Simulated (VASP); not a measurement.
A convergence study with VASP on BaTiO₃ (cubic perovskite): one setting is varied, all else stays as given below, so the limit is that of these other settings. Each run relaxes cell and ions from the cell shown.

```xyz
5
Lattice="4.0000 0.0000 0.0000 0.0000 4.0000 0.0000 0.0000 0.0000 4.0000" Properties=species:S:1:pos:R:3 pbc="T T T"
Ba     0.0000     0.0000     0.0000
Ti     2.0000     2.0000     2.0000
O      2.0000     0.0000     2.0000
O      0.0000     2.0000     2.0000
O      2.0000     2.0000     0.0000
```

Calculation: PBEsol GGA, VASP's PBE PAW potentials (set 64) (plane waves; VASP 6.6.1). The tightest run used: 700 eV cut-off, 9×9×9 Γ-centred mesh, Gaussian smearing of 0.050 eV, potentials Ba_sv Ti_sv O.

Unless said otherwise, spin-orbit coupling is left out, though it shifts the bands of the heavy elements here. Gaps are read on the run's mesh, which can miss a band edge.

Problem. The settings run are 2×2×2 mesh; 3×3×3 mesh; 5×5×5 mesh; 6×6×6 mesh; 7×7×7 mesh; 8×8×8 mesh; 9×9×9 mesh. From which on does the relaxed volume stay within 0.1 Å³/atom of the tightest run?

Solution. From 3×3×3 mesh on: it is off by 0.022 there and by no more than 0.1 in any finer run, while 2×2×2 mesh is off by 0.191.
```csv
setting,relaxed volume (Å³/atom),E (eV/atom),gap on the mesh (eV),irreducible k-points,difference judged (Å³/atom)
2×2×2 mesh,12.828,-8.2379,1.312,4,0.191
3×3×3 mesh,12.660,-8.3785,1.777,4,0.022
5×5×5 mesh,12.639,-8.3987,1.845,10,0.001
6×6×6 mesh,12.638,-8.3992,1.727,20,0.000
7×7×7 mesh,12.638,-8.3993,1.791,20,0.000
8×8×8 mesh,12.638,-8.3993,1.728,35,0.000
9×9×9 mesh,12.638,-8.3994,1.767,35,0.000
```

Left out are rungs that failed or repeat a setting and relaxations that didn't move; long series are thinned to 24 rows.

The compound is BaTiO3 in the cubic perovskite structure, the ideal cubic form; the compound distorts at low or room temperature.
